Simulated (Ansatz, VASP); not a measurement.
# PN in two plane-wave programs, part 2 of 2

Wanted: the spread between two codes on one cell, functional and k mesh. The cell is generated by rule, not measured, and may not be a known phase. The cell is taken from a series of runs on this material, whose earlier steps may have relaxed, scaled, displaced or heated it; both programs get it as it stands. Other levels of theory on this material are compared in a session of their own.

VASP 6.6.1 and Ansatz 0.2.0.

So far: Set-up; VASP: zone-centre phonons, PBEsol.

The structure was built from a prototype and need not be the compound's stable phase.

## Step 3: Ansatz: zone-centre phonons, PBEsol

Level of this step: Ansatz beside VASP: Kohn-Sham DFT, plane waves, PBEsol (Ansatz).

Ansatz runs on its default PAW (the set named soft_2) files.

The same cell, functional, mesh and smearing now go to Ansatz, which takes its cutoff from its data sets.

File input.yaml:

```yaml
crystal:
  lattice:
    - [1.5230062315, 0.8793080578, 2.4870027869]
    - [-1.5230062315, 0.8793080578, 2.4870027869]
    - [0.0, -1.7586161155, 2.4870027869]
  atoms:
    - { symbol: P, position: [0.5, 0.5, 0.5] }
    - { symbol: "N", position: [0.0, 0.0, 0.0] }
kpoints:
  mp_grid: { grid: [12, 12, 12] }
hamiltonian:
  xc: pbesol
scf:
  occupations: { method: gaussian, width: 0.02 }
output:
  eigenvalues: true
phonons:
  method: dfpt
```

Command:

```bash
$ ansatz run input.yaml --threads 4 --pin off --max-ram 7168MiB --backend cpu --events-out ev --progress --plain --runs-dir out
```

Numbers of over 12 decimals in the logs are rounded to 6 here.

The log of the run:

```text
Warning: 36 symmetry operations that the atoms keep within the bar at which the run's group was sought (crystal.symmetry.tolerance 1.0e-5, or twice it) were not taken beside the 12 unitary ones that the detection took (of a slab, those that keep its plane). If the more symmetric cell is meant, write the vectors of crystal.lattice to more decimals, or, with the positions in fractional coordinates, give it by lengths a [...]
Engine: ansatz 0.2.0, aarch64-unknown-linux-gnu
Pseudopotentials: kind: paw
Pseudopotential: P, paw, valence charge 5, recommended cutoff 420 eV (normal), P.paw.azcp
Pseudopotential: N, paw, valence charge 5, recommended cutoff 420 eV (normal), N.paw.azcp
Functional definition: PBEsol
  exchange = pbesol_x
  correlation = pbesol_c
Crystal: 2 atoms, lattice volume = 19.983 Å³
Basis set: ecut = 420 eV, 387 PW (Γ), exchange–correlation on 48×48×48 points (8 copies of the dense FFT grid, shifted against one another)
Bands: 9, of which v1, the nominal top of the filled ones, is band 5 counted from 1 (4 counted from 0)
Symmetry: 12 space group operations
k-points: 476 of 1728 (irreducible under 2 space group operations, time reversal used)
Non-local potential: P, projectors of the file, l = 0: 2, l = 1: 2, l = 2: 2
Non-local potential: N, projectors of the file, l = 0: 2, l = 1: 2, l = 2: 1
PAW form: soft (Blöchl's): semilocal exchange-correlation on the pseudo side does not see the compensation charge
PAW frozen core: P, regenerated for the run's functional, and the local potential with it (the file was generated under x = pbe(κ = 0.804, μ = 0.219515), c = pbe(β = 0.066725))
PAW frozen core: N, regenerated for the run's functional, and the local potential with it (the file was generated under x = pbe(κ = 0.804, μ = 0.219515), c = pbe(β = 0.066725))
PAW one-centre angular grid: P, 110 points (default); XC on 64 Gauss nodes
PAW one-centre angular grid: N, 110 points (default); XC on 64 Gauss nodes
Initial density: superposition of atomic densities (neutral atoms: chi_scale 0, normalization atom), corrected by the library's trained network
Initial wavefunctions: pseudopotential atomic-orbital guess
Functional: x = pbesol(κ = 0.804, μ = 0.123457), c = pbesol(β = 0.046)
SCF iter   1: F=—  HF=-1116.655489 eV  |F-HF|=—  |Δ(HF+E_count)|=         —  Δρ=1.17e-2  dr2=2.71e-2  ethr=1.77e-3  ⟨swp⟩=6.3  Hψ=34242  notcnv=0
preconditioner: auto → none  [insulator: Δε(μ)=0.220 eV  Ē_g=13.065 eV  σ=0.020 eV  W_gap=1.00  n_scr=0 (ndim 8)  ℏωp=26.3 eV  f_vac=0.000  D(μ)=0.00/eV (n_scr^D=0)  ε∞_Penn≈5.0]
SCF iter   2: F=—  HF=-1116.650206 eV  |F-HF|=—  |Δ(HF+E_count)|=   5.28e-3  Δρ=4.82e-3  dr2=5.05e-3  ethr=2.71e-4  ⟨swp⟩=2.0  Hψ=9280  notcnv=0
SCF iter   3: F=—  HF=-1116.649046 eV  |F-HF|=—  |Δ(HF+E_count)|=   1.16e-3  Δρ=5.25e-4  dr2=5.40e-5  ethr=5.05e-5  ⟨swp⟩=2.7  Hψ=7065  notcnv=0
SCF iter   4: F=—  HF=-1116.649034 eV  |F-HF|=—  |Δ(HF+E_count)|=   1.21e-5  Δρ=3.56e-5  dr2=8.96e-8  ethr=5.40e-7  ⟨swp⟩=2.0  Hψ=6042  notcnv=0
SCF iter   5: F=—  HF=-1116.649034 eV  |F-HF|=—  |Δ(HF+E_count)|=   2.79e-7  Δρ=3.93e-6  dr2=2.49e-9  ethr=8.96e-10  ⟨swp⟩=2.3  Hψ=6641  notcnv=0
SCF iter   6: F=-1116.649034 eV  HF=-1116.649034 eV  |F-HF|=4.32e-12  |Δ(HF+E_count)|=  6.27e-10  Δρ=2.39e-7  dr2=4.70e-12  ethr=1.00e-12  ⟨swp⟩=4.4  Hψ=19880  notcnv=0
SCF 1 converged in 6 iterations: F = -1116.649034 eV  dr2 = 4.70e-12
  greatest PAW one-centre occupation: 0.872 electrons in one spin orbital (limit 2), on the P atom at site 0 (counted from 0), in its partial waves of l = 0
DFPT response loops at Γ: preconditioner auto → none (the input reference at scf.mixing.eps_inf says where Resta's filter doesn't serve); β = 0.50; Broyden in place of MSR1
SCF converged after 6 iterations
Free energy (F): -1116.649034 eV
Harris-Foulkes:  -1116.649034 eV  (|F-HF|=4.32e-12)
Internal energy: -1116.649034 eV  (E = F + TS)
E sigma→0 (E₀):  -1116.649034 eV
Fermi energy:    12.717945 eV
--- Per-component energies (eV) ---
  E_band       = 40.927876
  E_kinetic    = 196.725659
  E_local      = -173.787505  (includes V_loc(G=0)·N_el)
  E_nonlocal   = 80.276299
  E_hartree    = 49.706899
  E_xc         = -120.096062
  E_vxc        = -136.254662  (∫ρ·V_xc dr)
  E_paw        = -675.324899  (= ΣΔE_a)
  E_vpaw       = -25.445790  (= ΣTr[D̂ρ^β])
  E_aug_tail   = 0.000086  (compensation charges beyond the density's cutoff)
  E_ewald      = -474.223707
  E_core_change = 0.074195  (= ΣΔE_core)
  E_smearing   = -0.000000  (= −TS)
  E_closure    = 0.000000  (closes the sum)
  Σ components = -1116.649034   (vs F -1116.649034, Δ=0.00e0)
--- Band table (eV; the first three rows and the last of 476) ---
  k-point 0: bands = ["-7.6955", "8.1315", "8.8851", "8.8851", "8.8854", "17.9070", "17.9071", "17.9071", "20.1695"]
  k-point 1: bands = ["-7.5597", "6.8363", "8.8639", "8.8641", "9.9089", "17.3551", "17.3551", "17.4152", "20.2123"]
  k-point 2: bands = ["-7.1561", "5.0498", "8.8171", "8.8174", "10.8969", "16.2253", "16.2253", "16.4686", "20.3299"]
  k-point 475: bands = ["-4.1082", "-0.9699", "8.8058", "8.8058", "12.0530", "13.2538", "13.2538", "14.2921", "22.3380"]
--- Phonons (Γ-DFPT): 4 representative perturbations + reference, on 476 of 1728 k-points (Σ response iterations 11) ---
  k mesh reduced under 2 symmetry operations, with k and −k counted as one. Each operation leaves every solved perturbation unchanged. A smaller set is not used because it would not reduce the number of displacements times k-points to solve
  ASR residual: 1.386e-4 → 0.000e0 eV/Å²; symmetrization residual: 1.903e-6 eV/Å²
  ASR residual per site (eV/Å²): 1.39e-4 5.64e-5
  Γ frequencies (cm⁻¹): -544.92 -544.92 -544.89 0.00 0.00 0.00
  non-analytic LO–TO correction: not included (Born effective charges unavailable; polar crystals: no LO–TO splitting at Γ)
```

## Step 4: Differences

Known differences besides the potentials themselves: the cutoff is 420 eV in Ansatz and 600 eV in VASP; Ansatz makes its cores anew for this functional, VASP keeps those of its PBE data sets. Total energies have different zeros and are not compared.

Both answers:

```csv
quantity,Ansatz,VASP,difference
"optical mode 1 to 3 (imaginary, printed as negative) (cm⁻¹)",-544.9,-550.4,+5.5
```

Modes are paired by rising frequency, not by their patterns, so a pair may set unlike modes beside each other; they are those without the splitting of longitudinal modes.

## Step 5: Results

| Property | Result |
| --- | --- |
| r.m.s. difference of the optical zone-centre modes, each program's sorted by frequency (zone-centre phonons, PBEsol) | 5.5 cm⁻¹ |

What this shows: The r.m.s. difference of the optical zone-centre modes, each program's sorted by frequency is 5.5 cm⁻¹ (zone-centre phonons, PBEsol). 3 further runs of this series are not shown here. How closely two codes agree says nothing of how well the functional describes the real material.

[Lines on the potential files, build, host, timing and source positions are cut from VASP's logs without a mark.]

[Logs are printed without paths, hosts, clocks, repeated set-up lines and the standing remarks that a program may print on its own settings, such as how far it seeks lower states.]

[Hosts, paths, dates, database ids (printed as entryN), source tags and the programs' standing remarks are cut or masked in the printed files.]
